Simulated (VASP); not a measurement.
# KTaO3: stress against strain

KTaO3 (cubic perovskite, Pm-3m, 12.425 Å³/atom and stress up to 0.28 GPa in the relaxed cell, cube axes along x, y and z) under an equal strain ε along x and y, with z held. LDA in VASP (plane waves, PAW), 600 eV, 8×8×8 Γ-centred mesh, Gaussian smearing 0.05 eV; ions are relaxed, or left where forces stay under 0.02 eV/Å, within the symmetry of each cell. Stress is positive for a compressed cell.

Here s stands for strain and y for stress xx.

```
strain (%)  stress xx (GPa)
----------  ---------------
-3.00                     ?
-1.50                  9.11
-1.00                  5.79
-0.50                  2.66
0.00                  -0.28
0.50                  -3.05
1.00                  -5.64
1.50                  -8.08
```

Taking a straight line for y over the 7 complete rows: Means: s 0, y 0.073. About the means, the sum of products is -40.070 and the sum of squares of s is 7.0000; the slope is their ratio. Least squares gives y = 0.073 - 5.7243·s. Residuals (row less fit): 0.451, -0.007, -0.275, -0.353, -0.261, 0.011, 0.433; standard error 0.363 (degrees of freedom: 5). The slope gives the elastic constants C11 + C12 = 572 ± 14 GPa (± standard error of the fit, which holds the terms cut off).

Problem. Estimate the missing y (s = -3.00); what did the run itself give?

Solution. y = 0.073 - 5.7243 × (-3.0) = 17.246 GPa. The calculation gives 20.38 GPa, 3.134 GPa above the prediction (11.0 % of the range of y in the table). The row lies outside the fitted rows, so this is an extrapolation. From the scatter of the fitted rows alone, a prediction at this place has a standard error of 0.566 GPa, so the miss is 5.5 times that.

A polynomial of degree 2 through the 12 other runs of the series gives 20.16 there, so most of the miss is curvature that the fit leaves out. The primitive cell can neither tilt nor turn polar against its symmetry, as such crystals can under strain. Rows are the converged runs of the series near zero and its far end; series whose fitted rows scatter by over a few per cent of the range, as at a crossing or softening among them, aren't shown in this form, nor equations of state whose B0' disagrees with the runs' pressures. Most that stay on the fit to the last digits aren't either.
